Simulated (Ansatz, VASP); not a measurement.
**MgSc2 (Sc-Mg-Sc stack, (111) layers) in two plane-wave programs**

Wanted: the spread between two codes on one cell, functional and k mesh. The cell is taken from a series of runs on this material, whose earlier steps may have relaxed, scaled, displaced or heated it; both programs get it as it stands.

Program: Ansatz 0.2.0. Level of theory: plane waves, with VASP 6.6.1 beside it; PBEsol. Results are calculated unless marked as measured.

In doubt: too few empty bands were carried, so the values of those runs are not to be relied on.

### Step 1. Starting point

The cell holds 3 atoms: 2 Sc and 1 Mg. Cell: a = 3.136 Å, b = 3.136 Å, c = 34.265 Å, α = 90.0°, β = 90.0°, γ = 120.0°. It derives from MgSc2. Vacuum lies along c.

### Step 2. Ansatz: zone-centre phonons, PBEsol

Ansatz runs on norm-conserving files, of PseudoDojo where its log says so.

Second derivatives magnify differences that forces hide, and they need a tight electronic threshold.

input.yaml reads:

```yaml
crystal:
  lattice:
    - [3.1363593075, 0.0, 0.0]
    - [-1.5681796538, 2.7161668357, 0.0]
    - [0.0, 0.0, 34.2645367144]
  atoms:
    - { symbol: Sc, position: [0.0, 0.0, 0.1602238707] }
    - { symbol: Mg, position: [0.3333333333, 0.6666666667, 0.2368669119] }
    - { symbol: Sc, position: [0.6666666667, 0.3333333333, 0.3135099531] }
  periodic: [true, true, false]
kpoints:
  mp_grid: { grid: [6, 6, 1] }
hamiltonian:
  xc: pbesol
  pseudopotentials: { kind: nc, accuracy: standard }
scf:
  occupations: { method: methfessel_paxton, width: 0.2 }
output:
  eigenvalues: true
phonons:
  method: fd
  supercell: [2, 2, 1]
  temperatures: { t_max: 1000, t_step: 50 }
  qpath:
    path:
      - [0.0, 0.0, 0.0]
      - [0.5, 0.0, 0.0]
      - [0.33333333, 0.33333333, 0.0]
      - [0.0, 0.0, 0.0]
    npoints: 10
  electrical_resistivity:
    mesh: [12, 12, 1]
    temperatures: [20.0, 50.0, 77.0, 100.0, 150.0, 200.0, 300.0, 400.0, 600.0, 800.0]
  electron_occupations: "off"
  amplitude: 0.01
```

Launch:

```
$ ansatz run input.yaml --threads 4 --pin off --max-ram 12288MiB --backend cpu --events-out ev --progress --plain --runs-dir out
```

Numbers of over 12 decimals in the logs are rounded to 6 here.

Log:

```text
Engine: ansatz 0.2.0, aarch64-unknown-linux-gnu
Pseudopotentials: kind: nc
Pseudopotential: Sc, nc, valence charge 11, recommended cutoff 1061.244064 eV (normal), Sc.nc.azcp (PseudoDojo's, or run here from an input of PseudoDojo's; its table is named by hamiltonian.pseudopotentials.accuracy)
Pseudopotential: Mg, nc, valence charge 10, recommended cutoff 1142.878222 eV (normal), Mg.nc.azcp (PseudoDojo's, or run here from an input of PseudoDojo's; its table is named by hamiltonian.pseudopotentials.accuracy)
Functional definition: PBEsol
  exchange = pbesol_x
  correlation = pbesol_c
Crystal: 12 atoms, lattice volume = 1167.581 Å³
Basis set: ecut = 1142.878222 eV, 102465 PW (Γ), exchange–correlation on 144×144×768 points (8 copies of the dense FFT grid, shifted against one another)
Bands: 80, of which v1, the nominal top of the filled ones, is band 64 counted from 1 (63 counted from 0)
Symmetry: 48 space group operations
k-points: 3 of 9
Non-local potential: Sc, projectors of the file, l = 0: 2, l = 1: 2, l = 2: 2
Non-local potential: Mg, projectors of the file, l = 0: 2, l = 1: 2
Initial density: handed on by an earlier stage of this run
Initial wavefunctions: those handed on with the density
Functional: x = pbesol(κ = 0.804, μ = 0.123457), c = pbesol(β = 0.046)
SCF iter   1: F=—  HF=-16969.247874 eV  |F-HF|=—  |Δ(HF+E_count)|=         —  Δρ=1.69e-7  dr2=4.29e-10  ethr=7.81e-12  ⟨swp⟩=22.0  Hψ=1061  notcnv=0
preconditioner: auto → LDOS  [metal: Δε(μ)=0.121 eV  Ē_g=2.296 eV  σ=0.200 eV  W_gap=0.43  n_scr=122 (ndim 8)  ℏωp=6.1 eV  f_vac=0.696  D(μ)=7.63/eV (n_scr^D=10)  β→1.0]
SCF iter   2: F=-16969.247874 eV  HF=-16969.247874 eV  |F-HF|=2.91e-11  |Δ(HF+E_count)|=  2.15e-10  S|Δr|=    0.00e0  Δρ=6.35e-8  dr2=2.34e-10  ethr=1.00e-12  ⟨swp⟩=10.0  Hψ=1025  notcnv=0
SCF 1 converged in 2 iterations: F = -16969.247874 eV  dr2 = 2.34e-10
Symmetry: 2 space group operations
k-points: 4 of 9 (time reversal used)
iter 1 solved again at ethr=6.50e-7 eV; its pass at ethr=3.10e-3 eV (dr2=8.33e-4 eV) is discarded
SCF iter   1: F=—  HF=-16969.248399 eV  |F-HF|=—  |Δ(HF+E_count)|=         —  Δρ=1.81e-4  dr2=7.66e-4  ethr=6.50e-7  ⟨swp⟩=4.8  Hψ=2557  notcnv=0
preconditioner: auto → LDOS  [metal: Δε(μ)=0.122 eV  Ē_g=2.297 eV  σ=0.200 eV  W_gap=0.43  n_scr=122 (ndim 8)  ℏωp=6.1 eV  f_vac=0.696  D(μ)=7.62/eV (n_scr^D=10)  β→1.0]
SCF iter   2: F=—  HF=-16969.248330 eV  |F-HF|=—  |Δ(HF+E_count)|=   6.84e-5  S|Δr|=    0.00e0  Δρ=6.92e-5  dr2=1.82e-4  ethr=5.98e-7  ⟨swp⟩=3.0  Hψ=440  notcnv=0
SCF iter   3: F=—  HF=-16969.248317 eV  |F-HF|=—  |Δ(HF+E_count)|=   1.33e-5  S|Δr|=    0.00e0  Δρ=1.52e-5  dr2=4.20e-6  ethr=1.42e-7  ⟨swp⟩=3.2  Hψ=513  notcnv=0
SCF iter   4: F=—  HF=-16969.247772 eV  |F-HF|=—  |Δ(HF+E_count)|=   5.45e-4  S|Δr|=    0.00e0  Δρ=6.76e-6  dr2=1.08e-6  ethr=3.28e-9  ⟨swp⟩=8.0  Hψ=1101  notcnv=0
SCF iter   5: F=—  HF=-16969.247772 eV  |F-HF|=—  |Δ(HF+E_count)|=   1.71e-8  S|Δr|=    0.00e0  Δρ=2.10e-6  dr2=9.72e-8  ethr=8.46e-10  ⟨swp⟩=4.2  Hψ=745  notcnv=0
SCF iter   6: F=—  HF=-16969.247772 eV  |F-HF|=—  |Δ(HF+E_count)|=   1.11e-8  S|Δr|=    0.00e0  Δρ=7.72e-7  dr2=1.32e-8  ethr=7.59e-11  ⟨swp⟩=7.5  Hψ=818  notcnv=0
SCF iter   7: F=—  HF=-16969.247772 eV  |F-HF|=—  |Δ(HF+E_count)|=   2.03e-9  S|Δr|=    0.00e0  Δρ=2.55e-7  dr2=2.25e-9  ethr=1.03e-11  ⟨swp⟩=6.2  Hψ=819  notcnv=0
SCF iter   8: F=—  HF=-16969.247772 eV  |F-HF|=—  |Δ(HF+E_count)|=   2.06e-9  S|Δr|=    0.00e0  Δρ=7.13e-8  dr2=1.08e-10  ethr=1.00e-12  ⟨swp⟩=14.0  Hψ=3157  notcnv=0
SCF iter   9: F=-16969.247772 eV  HF=-16969.247772 eV  |F-HF|=1.16e-10  |Δ(HF+E_count)|=  2.91e-10  S|Δr|=    0.00e0  Δρ=2.61e-8  dr2=2.86e-11  ethr=1.00e-12  ⟨swp⟩=11.8  Hψ=1675  notcnv=0
SCF 2 converged in 9 iterations: F = -16969.247772 eV  dr2 = 2.86e-11
iter 1 solved again at ethr=2.35e-9 eV; its pass at ethr=3.10e-3 eV (dr2=3.01e-6 eV) is discarded
SCF iter   1: F=—  HF=-16969.248359 eV  |F-HF|=—  |Δ(HF+E_count)|=         —  Δρ=1.05e-5  dr2=1.79e-6  ethr=2.35e-9  ⟨swp⟩=6.8  Hψ=2612  notcnv=0
SCF iter   2: F=—  HF=-16969.247559 eV  |F-HF|=—  |Δ(HF+E_count)|=   8.00e-4  S|Δr|=    0.00e0  Δρ=2.21e-6  dr2=2.59e-7  ethr=1.40e-9  ⟨swp⟩=3.0  Hψ=589  notcnv=0
SCF iter   3: F=—  HF=-16969.247559 eV  |F-HF|=—  |Δ(HF+E_count)|=   4.23e-8  S|Δr|=    0.00e0  Δρ=8.46e-7  dr2=3.76e-8  ethr=2.02e-10  ⟨swp⟩=5.0  Hψ=682  notcnv=0
SCF iter   4: F=—  HF=-16969.247559 eV  |F-HF|=—  |Δ(HF+E_count)|=   2.29e-9  S|Δr|=    0.00e0  Δρ=2.61e-7  dr2=9.79e-10  ethr=2.93e-11  ⟨swp⟩=5.8  Hψ=680  notcnv=0
SCF iter   5: F=—  HF=-16969.247559 eV  |F-HF|=—  |Δ(HF+E_count)|=   1.70e-9  S|Δr|=    0.00e0  Δρ=7.83e-8  dr2=2.74e-10  ethr=1.00e-12  ⟨swp⟩=18.5  Hψ=2990  notcnv=0
SCF iter   6: F=-16969.247559 eV  HF=-16969.247559 eV  |F-HF|=2.91e-11  |Δ(HF+E_count)|=  1.35e-10  S|Δr|=    0.00e0  Δρ=2.73e-8  dr2=5.50e-11  ethr=1.00e-12  ⟨swp⟩=11.8  Hψ=1455  notcnv=0
[...]
atom  11  Mg     0.00000000    -0.00000000    -0.00000000
  atom  12  Sc    -0.00000000     0.00000000    -0.01853512
  max |Σ_I F_I| component: 3.47e-18 eV/Å
--- Band table (eV) ---
  k-point 0: bands = [... 60 lower, -4.6494, -4.6494, -4.6494, -4.2017, -3.6821, -3.6185, -3.6185, -3.6185, ... 12 higher]
  k-point 1: bands = [... 60 lower, -4.1777, -4.1655, -4.1655, -4.1394, -3.5442, -3.5030, -3.5030, -3.4455, ... 12 higher]
  k-point 2: bands = [... 60 lower, -4.0572, -4.0572, -4.0572, -3.8034, -3.4293, -3.4293, -3.4293, -3.3903, ... 12 higher]
--- Phonons: 4 displaced members + reference (amplitude 0.01 Å, Σ member SCF iterations 26) ---
  symmetry images taken by strict's conditions (phonons.symmetry_images: auto; settled by the scattering of the electrons by the phonons, which is asked for)
  ASR residual: 7.163e-3 → 0.000e0 eV/Å²; symmetrization residual: 1.303e-4 eV/Å²
  largest component of a force at the reference: 1.9e-2 eV/Å
  ASR residual per site (eV/Å²): 1.21e-4 7.16e-3 1.21e-4
  Γ frequencies (cm⁻¹): 0.00 0.00 0.00 61.77 61.77 116.79 121.03 121.03 247.45
  density of states and harmonic sums: on the 24×24×1 q-mesh, interpolated from the force constants of a 2×2×1 supercell (no non-analytic term)
  largest difference from the sums on the solved wave vectors: F 1.27e-1 eV, S 1.91e-4 and C_V 6.42e-5 eV/K
  zero-point energy: 0.091456 eV/cell   skipped modes (ω ≤ 0): 3   left out of the sums: 5.79e-4 of the cell's modes: C_V's classical limit lies that fraction below 3 k_B per atom; for a crystal, a wire or a layer, F and S can be off by more, and a phonons.interpolated_qmesh denser along its periods is the remedy for the sampling
--- Electrical resistivity: potentials and phonons of a 2×2×1 supercell ---
  scattering by harmonic phonons alone, with no dipole-dipole term; scattering by other electrons, impurities, surfaces and spin disorder is left out, and so is spin–orbit coupling
  the resistivity is that of a variational response, whose dependence on the energy is improved iteratively
  tensors lie in the sheet's plane, the Hall coefficient along its normal; that, the resistivity and the plasma energy are of the whole cell, vacuum included; the cell is 34.265 Å high
  at the Fermi level of each mesh (of a tensor half of its trace):
           mesh   spin    states/(eV spin)  plasma energy (eV)         λ      λ_tr    ħω_log (meV)
        12×12×1                     0.6105              0.8870    0.1378    0.1290          15.408
          6×6×1                     0.4714              1.2043    0.0863    0.0896          16.287
          3×3×1                    35.9255              0.9860    0.0999    1.8765          14.320
  resistivity on the deck's mesh, µΩ·cm:
     T (K)       trace/2  mesh converged            xx            yy            zz    lowest order   relaxation time
     20.00     3.8531e-1              no     3.8531e-1     3.8531e-1      0.0000e0       8.1496e-1         4.0493e-1
     50.00      1.2815e1              no      1.2815e1      1.2815e1      0.0000e0        1.5985e1          1.1926e1
     77.00      3.4148e1              no      3.4148e1      3.4148e1      0.0000e0        3.8829e1          3.1485e1
    100.00      5.3293e1              no      5.3293e1      5.3293e1      0.0000e0        5.9214e1          4.9368e1
    150.00      9.1735e1              no      9.1735e1      9.1735e1      0.0000e0        1.0052e2          8.5799e1
    200.00      1.2657e2              no      1.2657e2      1.2657e2      0.0000e0        1.3698e2          1.1908e2
    300.00      1.8699e2              no      1.8699e2      1.8699e2      0.0000e0        2.0245e2          1.7694e2
    400.00      2.4196e2              no      2.4196e2      2.4196e2      0.0000e0        2.7115e2          2.2987e2
    600.00      3.5016e2              no      3.5016e2      3.5016e2      0.0000e0        4.4273e2          3.3568e2
    800.00      4.5564e2              no      4.5564e2      4.5564e2      0.0000e0        6.4004e2          4.4021e2
  sheet resistance at 20 K: 1.125 Ω
  mean free path at 20 K (of a tensor half of its trace): 5908 nm by what each carries, 4222 by the Fermi surface alone
  Hall coefficient in a weak field at 20 K (along the normal): -1.647e-7 m³/C (as a tensor it moves by 44.8 % between the two finest meshes); by each state's relaxation time: -1.613e-7 m³/C; by a constant relaxation time: (none: it, or that of a finer mesh, parts from a neighbouring mesh's by over half of the finer one's)
  sheet resistance at 50 K: 37.40 Ω
  mean free path at 50 K (of a tensor half of its trace): 182 nm by what each carries, 127 by the Fermi surface alone
  sheet resistance at 77 K: 99.66 Ω
  mean free path at 77 K (of a tensor half of its trace): 66.2 nm by what each carries, 47.6 by the Fermi surface alone
  sheet resistance at 100 K: 155.5 Ω
  mean free path at 100 K (of a tensor half of its trace): 41.0 nm by what each carries, 30.5 by the Fermi surface alone
  sheet resistance at 150 K: 267.7 Ω
  mean free path at 150 K (of a tensor half of its trace): 22.5 nm by what each carries, 17.7 by the Fermi surface alone
  sheet resistance at 200 K: 369.4 Ω
  mean free path at 200 K (of a tensor half of its trace): 15.4 nm by what each carries, 12.9 by the Fermi surface alone
  Hall coefficient in a weak field at 200 K (along the normal): -1.123e-7 m³/C (as a tensor it moves by 49.1 % between the two finest meshes); by each state's relaxation time: (none: it, or that of a finer mesh, parts from a neighbouring mesh's by over half of the finer one's); by a constant relaxation time: -8.310e-8 m³/C
  sheet resistance at 300 K: 545.7 Ω
  mean free path at 300 K (of a tensor half of its trace): 9.42 nm by what each carries, 8.70 by the Fermi surface alone
  sheet resistance at 400 K: 706.1 Ω
  mean free path at 400 K (of a tensor half of its trace): 6.71 nm by what each carries, 6.72 by the Fermi surface alone
  sheet resistance at 600 K: 1022 Ω
  mean free path at 600 K (of a tensor half of its trace): 4.03 nm by what each carries, 4.65 by the Fermi surface alone
  sheet resistance at 800 K: 1330 Ω
  mean free path at 800 K (of a tensor half of its trace): 2.76 nm by what each carries, 3.57 by the Fermi surface alone
  the resistivity times a path that all electrons share, by the Fermi surface of the deck's mesh alone (half of the trace): 1.627e-14 Ω·m²
  not converged in the mesh (λ; λ_tr; the resistivity at 20 K by 55.73 %; the resistivity at 50 K by 54.45 %; the resistivity at 77 K by 55.93 %; the resistivity at 100 K by 55.63 %; the resistivity at 150 K by 54.56 %; the resistivity at 200 K by 50.19 %; the resistivity at 300 K by 45.11 %; the resistivity at 400 K by 41.85 %; the resistivity at 600 K by 39.72 %; the resistivity at 800 K by 36.99 %): between neighb [...]
  vibrations of 4 cells: unjudged by the run; compare a larger repeat
  the changes of the potential over all sites missed a rigid shift's by 1.22 % (the site terms' by 0.00 %)
  between the force constants' wavevectors the phonons are obtained by Fourier interpolation alone: phonons.electron_occupations is off
```

The column dr2 measures how far the density is from self-consistency, as an energy; F and HF (Harris–Foulkes) agree once it is small.

[end of part 1 of 2]

[Lines on the potential files, build, host, timing and source positions are cut from VASP's logs without a mark.]

[Logs are printed without paths, hosts, clocks, repeated set-up lines and the standing remarks that a program may print on its own settings, such as how far it seeks lower states.]

[Hosts, paths, dates, database ids (printed as entryN), source tags and the programs' standing remarks are cut or masked in the printed files.]
